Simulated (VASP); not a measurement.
Calculation: PBE GGA, VASP's PBE PAW potentials (set 64) (plane waves; VASP).

The input files of a VASP run:

KPOINTS:
```
Regular mesh
0
Gamma
15 15 15
```

**POSCAR**
```
Ir
1
    0.0000000000     1.9200000000     1.9200000000
    1.9200000000     0.0000000000     1.9200000000
    1.9200000000     1.9200000000     0.0000000000
Ir
1
Direct
  0.0000000000   0.0000000000   0.0000000000
```

INCAR:
```
LWAVE  =  .FALSE.
LREAL  =  .FALSE.
SYSTEM  =  Ir
LCHARG  =  .FALSE.
LMAXMIX  =  6   # l cut-off of mixed one-centre charges
IMIX  =  1
NELM  =  100
EDIFF  =  1E-6
PREC  =  Accurate
ALGO  =  Normal
LASPH  =  .TRUE.
ISMEAR  =  1   # Methfessel-Paxton
SIGMA  =  0.1
GGA  =  PE   # PBE
ISIF  =  2
ENCUT  =  400   # plane-wave cut-off (eV)
AMIX  =  1.0
BMIX  =  3.0
```

POTCAR, in this order: Ir (PBE.64 set). Program: vasp_std.

Output of the run:

File OUTCAR:
```
 ion  position               nearest neighbor table
   1  0.000  0.000  0.000-
  LATTYP: Found a face centered cubic cell.
 ALAT       =     3.8400000000
 Subroutine PRICEL returns:
 Original cell was already a primitive cell.
 Subroutine GETGRP returns: Found 48 space group operations
The static configuration has the point symmetry O_h .
The dynamic configuration has the point symmetry O_h .
 Subroutine INISYM returns: Found 48 space group operations
 Subroutine IBZKPT returns following result:
 Found    120 irreducible k-points:

 Following reciprocal coordinates:
            Coordinates               Weight
  0.000000  0.000000  0.000000      1.000000
  0.066667  0.000000  0.000000      8.000000
  0.133333  0.000000  0.000000      8.000000
  0.200000  0.000000  0.000000      8.000000
  0.266667  0.000000  0.000000      8.000000
  0.333333  0.000000  0.000000      8.000000
  0.400000  0.000000  0.000000      8.000000
  0.466667  0.000000  0.000000      8.000000
  0.066667  0.066667  0.000000      6.000000
  0.133333  0.066667  0.000000     24.000000
...
```

### OSZICAR
```
       N       E                     dE             d eps       ncg     rms          rms(c)
DAV:   1     0.310449196305E+02    0.31045E+02   -0.38087E+03  2080   0.814E+02
DAV:   2    -0.890369461893E+01   -0.39949E+02   -0.37747E+02  1928   0.180E+02
DAV:   3    -0.939764917828E+01   -0.49395E+00   -0.49343E+00  2752   0.268E+01
DAV:   4    -0.940069013116E+01   -0.30410E-02   -0.30408E-02  2552   0.152E+00
DAV:   5    -0.940070122230E+01   -0.11091E-04   -0.11091E-04  2784   0.595E-02    0.152E+01
DAV:   6    -0.886324506393E+01    0.53746E+00   -0.10363E+00  2448   0.141E+01    0.306E+00
DAV:   7    -0.884000720483E+01    0.23238E-01   -0.26980E-01  2536   0.605E+00    0.858E-01
DAV:   8    -0.884471769964E+01   -0.47105E-02   -0.55628E-03  2520   0.578E-01    0.100E-01
DAV:   9    -0.884455429069E+01    0.16341E-03   -0.55289E-04  2632   0.324E-01    0.427E-02
DAV:  10    -0.884455978143E+01   -0.54907E-05   -0.36780E-05  2576   0.584E-02    0.103E-02
DAV:  11    -0.884455982343E+01   -0.42002E-07   -0.12141E-06  1480   0.134E-02
   1 F= -.88445598E+01 E0= -.88444404E+01  d E =-.358394E-03
```

**OUTCAR**
```
------------------------ aborting loop because EDIFF is reached ----------------------------------------
  FORCE on cell =-STRESS in cart. coord.  units (eV):
  Direction    XX          YY          ZZ          XY          YZ          ZX
  --------------------------------------------------------------------------------------
  Total        0.8203531      0.8203531      0.8203531     -0.0000000      0.0000000      0.0000000
  in kB       92.8491074     92.8491074     92.8491074     -0.0000000      0.0000000      0.0000000
  external PRESSURE =      92.8491074 kB  Pullay stress =       0.0000000 kB
  volume of cell :       14.16
      direct lattice vectors                 reciprocal lattice vectors
     0.000000000  1.920000000  1.920000000    -0.260416667  0.260416667  0.260416667
     1.920000000  0.000000000  1.920000000     0.260416667 -0.260416667  0.260416667
     1.920000000  1.920000000  0.000000000     0.260416667  0.260416667 -0.260416667
 POSITION                                       TOTAL-FORCE (eV/Angst)
 -----------------------------------------------------------------------------------
      0.00000      0.00000      0.00000         0.000000      0.000000      0.000000
 -----------------------------------------------------------------------------------
    total drift:                                0.000000     -0.000000      0.000000
  FREE ENERGIE OF THE ION-ELECTRON SYSTEM (eV)
  ---------------------------------------------------
  free  energy   TOTEN  =        -8.8445598234 eV

  energy  without entropy=       -8.8442014294  energy(sigma->0) =       -8.84444036
```
(Selected blocks of OUTCAR.)

The compound is Ir in the fcc structure. The cell was not relaxed at this level. The run is one of a series of settings (AMIX = 1.0, BMIX = 3.0, IMIX = 1 against the base run), some of them coarse on purpose.
